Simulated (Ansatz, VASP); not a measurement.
**Cross-check of GeRh between VASP and Ansatz**

One calculation is typed for both programs; each brings its own data sets. How far apart do they land? The cell is taken from a series of runs on this material, whose earlier steps may have relaxed, scaled, displaced or heated it; both programs get it as it stands.

Main program and level: Ansatz 0.2.0; plane waves, with VASP 6.6.1 beside it; relaxation of cell and atoms at PBEsol.

## (1) The starting structure

Symmetry: Pnma, No. 62, orthorhombic system. The conventional cell has a = 5.633 Å, b = 3.322 Å, c = 6.367 Å, α = 90.00°, β = 90.00°, γ = 90.00°. Nearest to Ge lie 6 Rh at 2.46 to 2.55 Å. Rh has 6 Ge at 2.46 to 2.55 Å nearest. Farther neighbours are not listed.

Coordinates:

```
Ge Rh
1.0
     5.63314    0.00000    0.00000
     0.00000    3.32196    0.00000
     0.00000    0.00000    6.36676
Ge Rh
4 4
Cartesian
  4.5523 2.4915 3.6117
  1.0809 0.8305 2.7551
  3.8974 0.8305 0.4283
  1.7357 2.4915 5.9385
  5.5993 2.4915 1.2860
  0.0338 0.8305 5.0808
  2.8504 0.8305 4.4694
  2.7828 2.4915 1.8974
```

## (2) VASP: relaxation of cell and atoms, PBEsol

The relaxed volume is the usual yardstick between codes: in a stiff, nearly cubic crystal its relative difference is about their pressure difference at one cell divided by the bulk modulus.

Lines of VASP's logs that name or quote its potential files are left out, and so is its time.

INCAR

```
SYSTEM = GeRh
PREC = Accurate
ENCUT = 500
EDIFF = 1E-07
NELM = 120
ISMEAR = 1
SIGMA = 0.2
LREAL = .FALSE.
ALGO = Normal
GGA = PS
NBANDS = 71
LASPH = .TRUE.
LORBIT = 11
LWAVE = .FALSE.
LCHARG = .FALSE.
ISIF = 3
IBRION = 2
NSW = 80
EDIFFG = -0.005
GGA_COMPAT = .FALSE.
NELMIN = 4
KPAR = 2
```

POSCAR

```
GeRh
1.0
    5.6331420000      0.0000000000      0.0000000000
    0.0000000000      3.3219630000      0.0000000000
    0.0000000000      0.0000000000      6.3667590000
Ge Rh
4 4
Direct
    0.8081230688      0.7499999247      0.5672713542
    0.1918769312      0.2500000753      0.4327286458
    0.6918769312      0.2500000753      0.0672714328
    0.3081230688      0.7499999247      0.9327287243
    0.9939960683      0.7499999247      0.2019876989
    0.0060039317      0.2500000753      0.7980124581
    0.5060039317      0.2500000753      0.7019877775
    0.4939960683      0.7499999247      0.2980123796
```

KPOINTS

```
Automatic mesh
0
Gamma
6 8 4
0 0 0
```

The projector-augmented-wave data sets are Ge_d and Rh_pv (PBE family, release 64).

The run is started by

```sh
> mpirun -np 2 vasp_std
```

Numbers of over 12 decimals in the logs are rounded to 6 here.

Log:

```text
[banner, memory and clock lines left out]
running    2 mpi-ranks, on    1 nodes
 distrk:  each k-point on    1 cores,    2 groups
 distr:  one band on    1 cores,    1 groups

 POSCAR found type information on POSCAR GeRh
 POSCAR found :  2 types and       8 ions
|                                                                             |
|               ----> ADVICE to this user running VASP <----                  |
|                                                                             |
|     You enforced a specific xc type in the INCAR file but a different       |
|     [... a line on the potential file left out ...]
|     I HOPE YOU KNOW WHAT YOU ARE DOING!                                     |
|                                                                             |

 LDA part: xc-table for (Slater+PW92), standard interpolation
 POSCAR, INCAR and KPOINTS ok, starting setup
 FFT: planning ... GRIDC
 FFT: planning ... GRID_SOFT
 FFT: planning ... GRID
 WAVECAR not read
 entering main loop
       N       E                     dE             d eps       ncg     rms          rms(c)
DAV:   1     0.174872430539E+04    0.17487E+04   -0.54414E+04 12014   0.420E+03
DAV:   2     0.237884475154E+03   -0.15108E+04   -0.14534E+04  8520   0.116E+03
DAV:   3    -0.379055676218E+02   -0.27579E+03   -0.26411E+03  8779   0.279E+02
DAV:   4    -0.583435366546E+02   -0.20438E+02   -0.19973E+02  9889   0.815E+01
DAV:   5    -0.589372122835E+02   -0.59368E+00   -0.59286E+00  9400   0.157E+01    0.215E+01
DAV:   6    -0.575145880402E+02    0.14226E+01   -0.96291E+00  9788   0.164E+01    0.663E+00
DAV:   7    -0.570788822653E+02    0.43571E+00   -0.19660E+00  9894   0.103E+01    0.564E+00
DAV:   8    -0.569677896025E+02    0.11109E+00   -0.35299E-01  9445   0.311E+00    0.746E-01
DAV:   9    -0.569655279471E+02    0.22617E-02   -0.24542E-02 11053   0.129E+00    0.364E-01
DAV:  10    -0.569650374264E+02    0.49052E-03   -0.37524E-03 11023   0.513E-01    0.108E-01
DAV:  11    -0.569649625361E+02    0.74890E-04   -0.49312E-04  9921   0.143E-01    0.276E-02
DAV:  12    -0.569649669446E+02   -0.44085E-05   -0.49479E-05 10686   0.571E-02    0.787E-03
DAV:  13    -0.569649652652E+02    0.16794E-05   -0.47041E-06 10424   0.130E-02    0.413E-03
DAV:  14    -0.569649648764E+02    0.38881E-06   -0.43619E-07  7741   0.365E-03    0.918E-04
DAV:  15    -0.569649647389E+02    0.13750E-06   -0.74982E-08  5212   0.254E-03    0.363E-04
DAV:  16    -0.569649646857E+02    0.53136E-07   -0.15700E-08  5058   0.961E-04
   1 F= -.56964965E+02 E0= -.56965649E+02  d E =-.569650E+02
[...]
2 F= -.56964982E+02 E0= -.56965714E+02  d E =-.177061E-04
[...]
3 F= -.56965009E+02 E0= -.56965720E+02  d E =-.439933E-04
[...]
4 F= -.56965056E+02 E0= -.56965826E+02  d E =-.475634E-04
[...]
5 F= -.56965082E+02 E0= -.56965930E+02  d E =-.734981E-04
 curvature:  -1.68 expect dE=-0.339E-04 dE for cont linesearch -0.114E-07
 trial: gam= 0.19577 g(F)=  0.192E-04 g(S)=  0.993E-06 ort = 0.831E-06 (trialstep = 0.117E+01)
 search vector abs. value=  0.244E-04
 bond charge predicted
       N       E                     dE             d eps       ncg     rms          rms(c)
DAV:   1    -0.569651254875E+02   -0.43339E-04   -0.75112E-03 10985   0.512E-01    0.499E-02
DAV:   2    -0.569651091315E+02    0.16356E-04   -0.31960E-04  9861   0.126E-01    0.211E-02
DAV:   3    -0.569651012458E+02    0.78857E-05   -0.25994E-05 10602   0.402E-02    0.129E-02
DAV:   4    -0.569650982728E+02    0.29730E-05   -0.10873E-05 10774   0.237E-02    0.321E-03
DAV:   5    -0.569650985324E+02   -0.25959E-06   -0.18186E-06  9294   0.123E-02    0.188E-03
DAV:   6    -0.569650987386E+02   -0.20626E-06   -0.10281E-07  5198   0.270E-03    0.550E-04
DAV:   7    -0.569650987973E+02   -0.58699E-07   -0.33697E-08  4589   0.136E-03
   6 F= -.56965099E+02 E0= -.56965982E+02  d E =-.166202E-04
 trial-energy change:   -0.000017  1 .order   -0.000016   -0.000024   -0.000009
 step:   1.8608(harm=  1.8608)  dis= 0.00080  next Energy=   -56.965101 (dE=-0.189E-04)
 reached required accuracy - stopping structural energy minimisation
```

From OUTCAR (step 2):

```text
ion  position               nearest neighbor table
   1  0.808  0.750  0.567-   8 2.46   6 2.48   6 2.48   7 2.53   7 2.53   5 2.55   2 2.86   2 2.86

  LATTYP: Found a simple orthorhombic cell.
 ALAT       =     3.3219630000
 B/A-ratio  =     1.6957268940
 C/A-ratio  =     1.9165652959

 Subroutine GETGRP returns: Found  8 space group operations
 (whereof  2 operations were pure point group operations)

The static configuration has the point symmetry S_2 .
 The point group associated with its full space group is D_2h.

 Found     60 irreducible k-points:

   k-points           NKPTS =     60   k-points in BZ     NKDIM =     60   number of bands    NBANDS=     71

   dimension x,y,z NGX =    42 NGY =   24 NGZ =   48
   dimension x,y,z NGXF=    84 NGYF=   48 NGZF=   96

   ENCUT  =  500.0 eV  36.75 Ry    6.06 a.u.  10.27  6.06 11.61*2*pi/ulx,y,z

   NELECT =     116.0000    total number of electrons

 k-points in reciprocal lattice and weights: Automatic mesh
   0.00000000  0.00000000  0.00000000       0.005
   0.16666667  0.00000000  0.00000000       0.010
   0.33333333  0.00000000  0.00000000       0.010
   0.50000000  0.00000000  0.00000000       0.005
   0.00000000  0.12500000  0.00000000       0.010
   0.16666667  0.12500000  0.00000000       0.021
   0.33333333  0.12500000  0.00000000       0.021
   0.50000000  0.12500000  0.00000000       0.010
   0.00000000  0.25000000  0.00000000       0.010
[...]
0.33333333  0.50000000  0.50000000       0.010
   0.50000000  0.50000000  0.50000000       0.005

 average (electrostatic) potential at core
       1 -69.2261       2 -69.2261       3 -69.2261       4 -69.2261       5 -72.5182
       6 -72.5182       7 -72.5182       8 -72.5182

 E-fermi :   9.3946

 k-point     1 :       0.0000    0.0000    0.0000
  band No.  band energies     occupation
    ...
     54       7.9661      2.00000
     55       8.1837      2.00000
     56       8.3601      2.00000
     57       8.4536      2.00000
     58       9.1381      2.06996
     59       9.9728     -0.00034
     60      10.5801     -0.00000
     61      11.8130     -0.00000
     62      12.0513     -0.00000
     63      14.2699      0.00000
    ...

 k-point     2 :       0.1667    0.0000    0.0000
  band No.  band energies     occupation
    ...
     54       8.0139      2.00000
     55       8.2064      2.00000
     56       8.2072      2.00000
     57       8.4659      2.00000
     58       8.9668      2.00994
     59      10.0787     -0.00001
     60      11.0091     -0.00000
     61      12.0483     -0.00000
     62      12.5353     -0.00000
     63      13.6628      0.00000
    ...

 k-point     3 :       0.3333    0.0000    0.0000
  band No.  band energies     occupation
    ...
     54       7.9139      2.00000
     55       8.1536      2.00000
     56       8.2685      2.00000
     57       8.4290      2.00000
     58       8.6259      2.00000
     59      10.4669     -0.00000
     60      11.9783     -0.00000
     61      12.4063     -0.00000
     62      12.6868     -0.00000
     63      13.6153      0.00000
    ...

  Total        0.0162434      0.0081248     -0.0006410     -0.0000000      0.0000000      0.0000000
  in kB        0.2182482      0.1091655     -0.0086132     -0.0000000      0.0000000      0.0000000
  external PRESSURE =       0.1062668 kB  Pullay stress =       0.0000000 kB

  energy-cutoff  :      500.00
  volume of cell :      119.24
      direct lattice vectors                 reciprocal lattice vectors
     5.630677117  0.000000000  0.000000000     0.177598534 -0.000000000  0.000000000
     0.000000000  3.327481662  0.000000000     0.000000000  0.300527577  0.000000000
     0.000000000  0.000000000  6.364450564     0.000000000  0.000000000  0.157122754

 POSITION                                       TOTAL-FORCE (eV/Angst)
 -----------------------------------------------------------------------------------
      4.54977      2.49561      3.61178        -0.000791     -0.000000      0.003730
      1.08091      0.83187      2.75267         0.000791     -0.000000     -0.003730
      3.89624      0.83187      0.42956         0.000791     -0.000000      0.003730
      1.73443      2.49561      5.93489        -0.000791     -0.000000     -0.003730
      5.59660      2.49561      1.28686        -0.000359      0.000000     -0.001984
      0.03407      0.83187      5.07759         0.000359      0.000000      0.001984
      2.84941      0.83187      4.46909         0.000359      0.000000     -0.001984
      2.78126      2.49561      1.89537        -0.000359      0.000000      0.001984
 -----------------------------------------------------------------------------------
    total drift:                               -0.000175     -0.001548     -0.000343

  FREE ENERGIE OF THE ION-ELECTRON SYSTEM (eV)
  ---------------------------------------------------
  free  energy   TOTEN  =       -56.9650987973 eV

  energy  without entropy=      -56.9677483329  energy(sigma->0) =      -56.96598198

 reached required accuracy - stopping structural energy minimisation

 total charge
# of ion       s       p       d       tot
------------------------------------------
    1        1.119   1.205  10.115  12.439
    2        1.119   1.205  10.115  12.439
    3        1.119   1.205  10.115  12.439
    4        1.119   1.205  10.115  12.439
    5        0.352   6.290   7.305  13.947
    6        0.352   6.290   7.305  13.947
    7        0.352   6.290   7.305  13.947
    8        0.352   6.290   7.305  13.947
--------------------------------------------------
tot          5.882  29.982  69.681 105.545

[... 3 further parts left out ...]
```

CONTCAR:

```
GeRh
   1.00000000000000
     5.6306771174008441    0.0000000000000000    0.0000000000000000
     0.0000000000000000    3.3274816619596246    0.0000000000000000
     0.0000000000000000    0.0000000000000000    6.3644505639131133
  Ge              Rh
     4     4
Direct
     0.8080327731945429    0.7499999246999991    0.5674931604849541
     0.1919672268054572    0.2500000753000009    0.4325068395150459
     0.6919672268054571    0.2500000753000009    0.0674932390849499
     0.3080327731945429    0.7499999246999991    0.9325069180150470
     0.9939483743730404    0.7499999246999991    0.2021949501330768
     0.0060516256269595    0.2500000753000009    0.7978052068669184
     0.5060516256269596    0.2500000753000009    0.7021950287330798
     0.4939483743730405    0.7499999246999991    0.2978051283669245
```

The run keeps the 8 symmetry operations of its start, so it cannot find a distortion of lower symmetry.

(Continued in part 2 of 2.)

[Lines on the potential files, build, host, timing and source positions are cut from VASP's logs without a mark.]

[Logs are printed without paths, hosts, clocks, repeated set-up lines and the standing remarks that a program may print on its own settings, such as how far it seeks lower states.]

[Hosts, paths, dates, database ids (printed as entryN), source tags and the programs' standing remarks are cut or masked in the printed files.]
